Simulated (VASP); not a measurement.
Calculation: PBEsol GGA, VASP's PBE PAW potentials (set 64) (plane waves; VASP).

Input for VASP

**INCAR**
```
SYSTEM = Sc
PREC = Accurate
ENCUT = 530
EDIFF = 1E-7
NELM = 100
ALGO = Normal
LREAL = .FALSE.
LASPH = .TRUE.
ISMEAR = 1
SIGMA = 0.1
GGA = PS
LMAXMIX = 4
LWAVE = .FALSE.
LCHARG = .FALSE.
IBRION = 6
ISIF = 3
NFREE = 2
POTIM = 0.015
NSW = 1
```

### POSCAR
```
Sc
1
   -1.8133050131     1.8133050131     1.8133050131
    1.8133050131    -1.8133050131     1.8133050131
    1.8133050131     1.8133050131    -1.8133050131
Sc
1
Direct
  0.0000000000   0.0000000000   0.0000000000
```

### KPOINTS
```
Automatic mesh
0
G
  13 13 13
```

POTCAR, in this order: Sc_sv (PBE.64 set). Program: vasp_std.

Output

File OSZICAR:
```
...
DAV:   6    -0.649308631800E+01   -0.10434E-04   -0.40433E-06  6239   0.379E-02    0.152E-03
DAV:   7    -0.649308739896E+01   -0.10810E-05   -0.12099E-07  2482   0.799E-03    0.314E-04
DAV:   8    -0.649308811028E+01   -0.71131E-06   -0.19793E-08  2054   0.272E-03    0.733E-05
DAV:   9    -0.649308816863E+01   -0.58350E-07   -0.50556E-09  1944   0.144E-03
   6 F= -.64930882E+01 E0= -.64933992E+01  d E =0.932998E-03
       N       E                     dE             d eps       ncg     rms          rms(c)
DAV:   1    -0.662136396161E+01   -0.12828E+00   -0.46994E+00  4862   0.503E+01    0.244E+00
DAV:   2    -0.650957184190E+01    0.11179E+00   -0.31352E-01  5209   0.928E+00    0.899E-01
DAV:   3    -0.649440132101E+01    0.15171E-01   -0.40185E-02  5424   0.349E+00    0.354E-01
DAV:   4    -0.649290590148E+01    0.14954E-02   -0.35326E-03  5987   0.108E+00    0.380E-02
DAV:   5    -0.649289988296E+01    0.60185E-05   -0.19834E-04  5384   0.223E-01    0.177E-02
DAV:   6    -0.649289395484E+01    0.59281E-05   -0.24730E-05  5444   0.982E-02    0.171E-03
DAV:   7    -0.649289390019E+01    0.54654E-07   -0.19983E-07  3451   0.848E-03
   7 F= -.64928939E+01 E0= -.64930931E+01  d E =0.597540E-03
       N       E                     dE             d eps       ncg     rms          rms(c)
DAV:   1    -0.653293616008E+01   -0.40042E-01   -0.20864E+00 12200   0.355E+01    0.137E+00
DAV:   2    -0.649912072129E+01    0.33815E-01   -0.11868E-01 16041   0.594E+00    0.526E-01
DAV:   3    -0.649379177890E+01    0.53289E-02   -0.14455E-02 17129   0.202E+00    0.186E-01
DAV:   4    -0.649336806390E+01    0.42371E-03   -0.12854E-03 18722   0.607E-01    0.288E-02
DAV:   5    -0.649335887636E+01    0.91875E-05   -0.87389E-05 16238   0.151E-01    0.123E-02
DAV:   6    -0.649335713987E+01    0.17365E-05   -0.85206E-06 17227   0.508E-02    0.180E-03
DAV:   7    -0.649335718165E+01   -0.41773E-07   -0.12093E-07  9064   0.759E-03
   8 F= -.64933572E+01 E0= -.64935971E+01  d E =0.719840E-03
       N       E                     dE             d eps       ncg     rms          rms(c)
DAV:   1    -0.652475399570E+01   -0.31397E-01   -0.14939E+00 12393   0.258E+01    0.116E+00
DAV:   2    -0.650045102685E+01    0.24303E-01   -0.47669E-02 16965   0.343E+00    0.573E-01
DAV:   3    -0.649339240500E+01    0.70586E-02   -0.19388E-02 19734   0.199E+00    0.744E-02
DAV:   4    -0.649336337644E+01    0.29029E-04   -0.22761E-04 13404   0.283E-01    0.351E-02
DAV:   5    -0.649335771438E+01    0.56621E-05   -0.10499E-05 19036   0.662E-02    0.389E-03
DAV:   6    -0.649335725063E+01    0.46375E-06   -0.44675E-07 16499   0.177E-02    0.147E-03
DAV:   7    -0.649335720942E+01    0.41210E-07   -0.50541E-08  6653   0.410E-03
   9 F= -.64933572E+01 E0= -.64935972E+01  d E =0.720028E-03
       N       E                     dE             d eps       ncg     rms          rms(c)
DAV:   1    -0.651253332028E+01   -0.19176E-01   -0.13753E+00 12780   0.249E+01    0.704E-01
DAV:   2    -0.650185720494E+01    0.10676E-01   -0.27498E-02 16576   0.258E+00    0.397E-01
DAV:   3    -0.649418500033E+01    0.76722E-02   -0.10504E-02 20016   0.159E+00    0.656E-02
DAV:   4    -0.649359419712E+01    0.59080E-03   -0.48955E-04 18776   0.361E-01    0.227E-02
DAV:   5    -0.649335085578E+01    0.24334E-03   -0.54862E-05 20253   0.113E-01    0.546E-03
DAV:   6    -0.649335184782E+01   -0.99204E-06   -0.13021E-06 15953   0.176E-02    0.183E-03
DAV:   7    -0.649335729528E+01   -0.54475E-05   -0.61360E-08  7416   0.466E-03    0.251E-04
DAV:   8    -0.649335719162E+01    0.10365E-06   -0.92600E-09  6473   0.172E-03    0.112E-04
DAV:   9    -0.649335726848E+01   -0.76858E-07   -0.40538E-09  6148   0.131E-03
  10 F= -.64933573E+01 E0= -.64935972E+01  d E =0.719823E-03
       N       E                     dE             d eps       ncg     rms          rms(c)
DAV:   1    -0.652489179390E+01   -0.31535E-01   -0.15023E+00 12008   0.269E+01    0.116E+00
DAV:   2    -0.650045461145E+01    0.24437E-01   -0.45718E-02 17029   0.336E+00    0.573E-01
DAV:   3    -0.649339408697E+01    0.70605E-02   -0.19644E-02 19799   0.200E+00    0.736E-02
DAV:   4    -0.649336264963E+01    0.31437E-04   -0.28240E-04 16134   0.339E-01    0.294E-02
DAV:   5    -0.649335818923E+01    0.44604E-05   -0.18678E-05 16693   0.663E-02    0.547E-03
DAV:   6    -0.649335734906E+01    0.84017E-06   -0.84606E-07 16682   0.121E-02    0.149E-03
DAV:   7    -0.649335725942E+01    0.89638E-07   -0.59187E-08  7064   0.650E-03
  11 F= -.64933573E+01 E0= -.64935972E+01  d E =0.719965E-03
       N       E                     dE             d eps       ncg     rms          rms(c)
DAV:   1    -0.650477911984E+01   -0.11422E-01   -0.12129E+00 12717   0.235E+01    0.733E-01
DAV:   2    -0.649598012516E+01    0.87990E-02   -0.29167E-02 16940   0.252E+00    0.398E-01
DAV:   3    -0.649298338284E+01    0.29967E-02   -0.11676E-02 20035   0.148E+00    0.850E-02
DAV:   4    -0.649313364143E+01   -0.15026E-03   -0.41868E-04 19466   0.349E-01    0.334E-02
DAV:   5    -0.649337673217E+01   -0.24309E-03   -0.12787E-04 20227   0.167E-01    0.598E-03
DAV:   6    -0.649335897555E+01    0.17757E-04   -0.20203E-06 13053   0.282E-02    0.705E-04
DAV:   7    -0.649335724717E+01    0.17284E-05   -0.31043E-08  8001   0.344E-03    0.270E-04
DAV:   8    -0.649335734533E+01   -0.98164E-07   -0.10969E-08  6347   0.163E-03
  12 F= -.64933573E+01 E0= -.64935973E+01  d E =0.719805E-03
       N       E                     dE             d eps       ncg     rms          rms(c)
DAV:   1    -0.652458030483E+01   -0.31223E-01   -0.15859E+00 12206   0.270E+01    0.116E+00
DAV:   2    -0.650047916104E+01    0.24101E-01   -0.48217E-02 17019   0.347E+00    0.574E-01
DAV:   3    -0.649339475639E+01    0.70844E-02   -0.19791E-02 19769   0.201E+00    0.734E-02
DAV:   4    -0.649336308311E+01    0.31673E-04   -0.28401E-04 16249   0.338E-01    0.311E-02
DAV:   5    -0.649335815916E+01    0.49240E-05   -0.18343E-05 16387   0.648E-02    0.532E-03
DAV:   6    -0.649335733499E+01    0.82416E-06   -0.85034E-07 16932   0.131E-02    0.136E-03
DAV:   7    -0.649335726041E+01    0.74579E-07   -0.51082E-08  7180   0.570E-03
  13 F= -.64933573E+01 E0= -.64935973E+01  d E =0.720012E-03
       N       E                     dE             d eps       ncg     rms          rms(c)
DAV:   1    -0.649155976111E+01    0.17976E-02   -0.19216E+00  2105   0.434E+01    0.438E-01
DAV:   2    -0.649379215609E+01   -0.22324E-02   -0.54849E-02  1539   0.301E+00    0.272E-01
DAV:   3    -0.649400426880E+01   -0.21211E-03   -0.10340E-02  2828   0.175E+00    0.177E-02
DAV:   4    -0.649399999642E+01    0.42724E-05   -0.14647E-04  1680   0.176E-01    0.673E-03
DAV:   5    -0.649399368730E+01    0.63091E-05   -0.55332E-06  2553   0.384E-02    0.511E-03
DAV:   6    -0.649399091846E+01    0.27688E-05   -0.30799E-06  2312   0.265E-02    0.523E-04
DAV:   7    -0.649399067486E+01    0.24360E-06   -0.26097E-08   943   0.293E-03    0.183E-04
DAV:   8    -0.649399053517E+01    0.13969E-06   -0.38241E-09   887   0.110E-03    0.168E-04
DAV:   9    -0.649399050624E+01    0.28931E-07   -0.38989E-09   846   0.101E-03
  14 F= -.64939905E+01 E0= -.64943157E+01  d E =0.975537E-03
       N       E                     dE             d eps       ncg     rms          rms(c)
DAV:   1    -0.648414653538E+01    0.98440E-02   -0.49404E+00  2120   0.677E+01    0.104E-01
DAV:   2    -0.649419466748E+01   -0.10048E-01   -0.10905E-01  1557   0.399E+00    0.670E-02
DAV:   3    -0.649398823107E+01    0.20644E-03   -0.49361E-03  2301   0.152E+00    0.631E-03
DAV:   4    -0.649399007276E+01   -0.18417E-05   -0.81060E-05  2079   0.146E-01    0.296E-03
DAV:   5    -0.649399046865E+01   -0.39589E-06   -0.19678E-06  2435   0.202E-02    0.111E-03
DAV:   6    -0.649399047803E+01   -0.93769E-08   -0.65592E-08  1070   0.454E-03
  15 F= -.64939905E+01 E0= -.64943156E+01  d E =0.975391E-03
```

OUTCAR:
```
------------------------ aborting loop because EDIFF is reached ----------------------------------------
  FORCE on cell =-STRESS in cart. coord.  units (eV):
  Direction    XX          YY          ZZ          XY          YZ          ZX
  --------------------------------------------------------------------------------------
  Total        0.0056024      0.0056024      0.0056024     -0.0000000     -0.0000000      0.0000000
  in kB        0.3763682      0.3763682      0.3763682     -0.0000000     -0.0000000      0.0000000
  external PRESSURE =       0.3763682 kB  Pullay stress =       0.0000000 kB
  volume of cell :       23.85
      direct lattice vectors                 reciprocal lattice vectors
    -1.813305013  1.813305013  1.813305013     0.000000000  0.275739601  0.275739601
     1.813305013 -1.813305013  1.813305013     0.275739601  0.000000000  0.275739601
     1.813305013  1.813305013 -1.813305013     0.275739601  0.275739601  0.000000000
 POSITION                                       TOTAL-FORCE (eV/Angst)
 -----------------------------------------------------------------------------------
     -0.01500      0.00000      0.00000         0.000000     -0.000000     -0.000000
 -----------------------------------------------------------------------------------
    total drift:                               -0.000042     -0.000000     -0.000000
  FREE ENERGIE OF THE ION-ELECTRON SYSTEM (eV)
  ---------------------------------------------------
  free  energy   TOTEN  =        -6.4939904780 eV

  energy  without entropy=       -6.4949658686  energy(sigma->0) =       -6.49431561

   1 f  =    0.000000 THz     0.000000 2PiTHz    0.000000 cm-1     0.000000 meV
             X         Y         Z           dx          dy          dz
      0.000000  0.000000  0.000000     0.000000   -1.000000    0.000000

   2 f  =    0.000000 THz     0.000000 2PiTHz    0.000000 cm-1     0.000000 meV
             X         Y         Z           dx          dy          dz
      0.000000  0.000000  0.000000    -1.000000    0.000000    0.000000

   3 f  =    0.000000 THz     0.000000 2PiTHz    0.000000 cm-1     0.000000 meV
             X         Y         Z           dx          dy          dz
      0.000000  0.000000  0.000000     0.000000    0.000000    1.000000

 ELASTIC MODULI CONTR FROM IONIC RELAXATION (kBar)
 Direction    XX          YY          ZZ          XY          YZ          ZX
 --------------------------------------------------------------------------------
 XX           0.0000      0.0000      0.0000      0.0000      0.0000      0.0000
 YY           0.0000      0.0000      0.0000      0.0000      0.0000      0.0000
 ZZ           0.0000      0.0000      0.0000      0.0000      0.0000      0.0000
 XY           0.0000      0.0000      0.0000      0.0000      0.0000      0.0000
 YZ           0.0000      0.0000      0.0000      0.0000      0.0000      0.0000
 ZX           0.0000      0.0000      0.0000      0.0000      0.0000      0.0000
 --------------------------------------------------------------------------------

 TOTAL ELASTIC MODULI (kBar)
 Direction    XX          YY          ZZ          XY          YZ          ZX
 --------------------------------------------------------------------------------
 XX         596.5109    566.5332    566.5332      0.0000     -0.0000     -0.0000
 YY         566.5332    596.5109    566.5332      0.0000      0.0000      0.0000
 ZZ         566.5332    566.5332    596.5109     -0.0000      0.0000     -0.0000
 XY           0.0000      0.0000     -0.0000    370.6497      0.0000      0.0000
 YZ          -0.0000      0.0000      0.0000      0.0000    370.6497      0.0000
 ZX          -0.0000      0.0000     -0.0000      0.0000      0.0000    370.6497
 --------------------------------------------------------------------------------
```
(Selected blocks of OUTCAR.)

Finite-difference elastic constants of metals are sensitive to mesh and smearing; shear constants can be off by tens of GPa.

The structure was generated: Sc was put into the bcc type (Im-3m), which need not be its known phase. It was relaxed first.
